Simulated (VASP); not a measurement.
Level of theory: rev-vdW-DF2, VASP's PBE PAW potentials (set 64) (plane waves; VASP 6.6.1).

The input files of a VASP run:

**INCAR**
```
AGGAC = 0.0
ALGO = Normal
EDIFF = 1E-7
EDIFFG = -0.01
ENCUT = 520
GGA = MK
IBRION = 2
ISIF = 4
ISMEAR = 0
LASPH = T
LCHARG = F
LMAXMIX = 4
LREAL = F
LUSE_VDW = T
LWAVE = F
NELM = 100
NSW = 30
PARAM1 = 0.1234568
PARAM2 = 0.7114
PREC = Accurate
SIGMA = 0.05
SYSTEM = Se
ZAB_VDW = -1.8867
```

POSCAR:
```
Se
1
    2.0149912017    -3.4900671265     0.0000000000
    2.0149912017     3.4900671265     0.0000000000
    0.0000000000     0.0000000000     5.0618474290
Se
3
Direct
  0.0000000000   0.2462139799   0.6666670000
  0.7537860201   0.7537860201   0.0000000000
  0.2462139799   0.0000000000   0.3333330000
```

**KPOINTS**
```
Regular mesh
0
Gamma
  6 6 5
0 0 0
```

POTCAR, in this order: Se (PBE.64 set). Program: vasp_std.

Task: Predict the energy per atom (σ→0).

Result: 
| Property | Value |
|---|---|
| energy per atom (σ→0) | -2.109 eV/atom |

File OSZICAR:
```
...
DAV:   1    -0.632867230313E+01   -0.36076E-03   -0.33805E-02   707   0.114E+00    0.983E-02
DAV:   2    -0.632852742342E+01    0.14488E-03   -0.80702E-04   822   0.197E-01    0.525E-02
DAV:   3    -0.632847329774E+01    0.54126E-04   -0.16189E-04   777   0.863E-02    0.127E-02
DAV:   4    -0.632847529118E+01   -0.19934E-05   -0.17217E-05   762   0.296E-02    0.656E-03
DAV:   5    -0.632847543737E+01   -0.14619E-06   -0.41955E-07   817   0.495E-03    0.408E-03
DAV:   6    -0.632847555258E+01   -0.11521E-06   -0.17473E-07   496   0.338E-03    0.404E-04
DAV:   7    -0.632847556088E+01   -0.82980E-08   -0.23942E-08   351   0.125E-03
   7 F= -.63284756E+01 E0= -.63284756E+01  d E =-.419471E-03
```

The compound is Se in the trig structure. This cell is one point of a volume scan, at 0.94 of the reference volume. Symmetry was kept, so distortions that lower it aren't found.
